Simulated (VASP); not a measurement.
Here is the system:

```xyz
2
Lattice="0.0000 2.7343 2.7343 2.7343 0.0000 2.7343 2.7343 2.7343 0.0000" Properties=species:S:1:pos:R:3 pbc="T T T"
Si     0.0000     0.0000     0.0000
Si     1.3671     1.3671     1.3671
```

All values below come from PBE GGA, VASP's PBE PAW potentials (set 64) (plane waves; VASP). Run with 520 eV cut-off, 8×8×8 Γ-centred mesh, Gaussian smearing of 0.050 eV, potentials Si.

Q: What does the run give for the energy per atom (σ→0)?

A: 
The energy per atom (σ→0) is -5.423 eV/atom.

The compound is Si in the diamond structure. It was relaxed first.
